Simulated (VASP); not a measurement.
Input:

```
CELL_PARAMETERS angstrom
      2.68588     0.00000     0.00000
      0.00000     2.68588     0.00000
      0.00000     0.00000     3.71297
ATOMIC_POSITIONS crystal
  Fe 0.00000 0.00000 0.00000
  Pt 0.50000 0.50000 0.50000
```
Starting moments (μB, in the order of the record's atoms Fe Pt): 2.9 0.3.

Calculation: PBEsol GGA, VASP's PBE PAW potentials (set 64) (plane waves; VASP). Run with 480 eV cut-off, 12×12×10 Γ-centred mesh, first-order Methfessel-Paxton smearing of 0.10 eV, potentials Fe Pt.

Unless said otherwise, spin-orbit coupling is left out, though it shifts the bands of the heavy elements here.

### Question
What does the run give for the cell moment, energy per atom (σ→0), band gap (on the k-mesh) with the smallest direct gap where there is one?

### Answer

- band gap (on the k-mesh) = none (metal, semimetal or under 0.01 eV)
- cell moment = 3.20 μB
- energy per atom (σ→0) = -8143 meV/atom

### Question
Give the moment on each site (PAW-sphere projection).

### Answer

```json
[
 {"site": "Fe1", "moment (μB)": "2.85"},
 {"site": "Pt2", "moment (μB)": "0.31"}
]
```

Only differences to runs with the same potentials and settings are physical.

The compound is FePt in the L1_0 structure. It was relaxed first.
